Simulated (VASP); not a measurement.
Consider the following.

```
NbC
1.0
    0.00000     2.20743     2.20743
    2.20743     0.00000     2.20743
    2.20743     2.20743     0.00000
Nb C
1 1
Direct
  0.00000   0.00000   0.00000
  0.50000   0.50000   0.50000
```

These are vdW-DF-cx, VASP's PBE PAW potentials (set 64) (plane waves; VASP) values and carry that method's errors. Numerical set-up: 520 eV cut-off, 14×14×14 Γ-centred mesh, first-order Methfessel-Paxton smearing of 0.10 eV, potentials Nb_sv C.

### Question
What does the run give for the energy per atom (σ→0), pressure, band gap (on the k-mesh) with the smallest direct gap where there is one?

### Answer

| Item | Result |
|---|---|
| band gap (on the k-mesh) | none (metal, semimetal or under 0.01 eV) |
| energy per atom (σ→0) | -8.648 eV/atom |
| pressure | 10.28 GPa |

The compound is NbC in the rock salt structure. This cell is one point of a volume scan, at 0.97 of the reference volume. The electron count is odd and the run is not spin-polarised, which forces a metal.
